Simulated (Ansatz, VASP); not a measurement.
**One calculation of Ta2P3Au, two programs**

Contents of INCAR:

```
PREC = Accurate
ENCUT = 520
EDIFF = 1E-6
ISMEAR = 0
SIGMA = 0.1
LREAL = F
LASPH = T
NELM = 100
ALGO = Normal
ISIF = 2
LWAVE = F
LCHARG = F
GGA = PE
NBANDS = 33
```

File KPOINTS:

```
Automatic mesh
0
Gamma
  6 6 4
```

File POSCAR:

```
Ta2P3Au
1.0
    4.6943116100      0.0000000000      0.0000000000
   -2.3471558000      4.0653931100      0.0000000000
    0.0000000000      0.0000000000      7.0587752600
Ta P Au
2 3 1
Direct
    0.0000000000      0.0000000000      0.7007251600
    0.0000000000      0.0000000000      0.2992748400
    0.5000000000      0.0000000000      0.0000000000
    0.0000000000      0.5000000000      0.0000000000
    0.5000000000      0.5000000000      0.0000000000
    0.0000000000      0.0000000000      0.0000000000
```

Input for Ansatz:

```yaml
crystal:
  lattice:
    - [4.69431161, 0.0, 0.0]
    - [-2.3471558, 4.06539311, 0.0]
    - [0.0, 0.0, 7.05877526]
  atoms:
    - { symbol: Ta, position: [0.0, 0.0, 0.70072516] }
    - { symbol: Ta, position: [0.0, 0.0, 0.29927484] }
    - { symbol: P, position: [0.5, 0.0, 0.0] }
    - { symbol: P, position: [0.0, 0.5, 0.0] }
    - { symbol: P, position: [0.5, 0.5, 0.0] }
    - { symbol: Au, position: [0.0, 0.0, 0.0] }
basis:
  ecutwfc: 420
kpoints:
  mp_grid: { grid: [6, 6, 4] }
hamiltonian:
  xc: pbe
scf:
  occupations: { method: gaussian, width: 0.1 }
  lower_state_search: "off"
output:
  forces: true
  stress: true
  eigenvalues: true
```

Alike in both runs: task single point; functional PBE; k mesh 6 × 6 × 4; occupations gaussian, width 0.1 eV; no spin polarisation.

```csv
,VASP,Ansatz
version,VASP 6.6.1,Ansatz 0.2.0
potentials or method,"VASP PAW PBE potentials, release 64 (Ta_pv, P, Au)","scalar-relativistic, plane waves, PAW"
plane-wave cutoff (eV),520,420
valence electrons in the cell,48,60
```

|  | VASP | Ansatz | Ansatz less VASP |
| --- | --- | --- | --- |
| gap on the k mesh at the Fermi level (eV) | none | none | - |
| rms of the force components (eV/Å) | 4.950 | 4.981 | +0.0304 |

Atom by atom the forces differ by 0.030 eV/Å (rms over components). A gap of «none» marks a metal or a gap that the smearing closes. The two sets of potentials don't hold the same shells in valence.

Caveats: forces of over 1 eV/Å show positions far from the minimum, so gaps and moduli don't describe the material at rest. The runs have no spin-orbit coupling, so splittings on Au, Ta are missing.
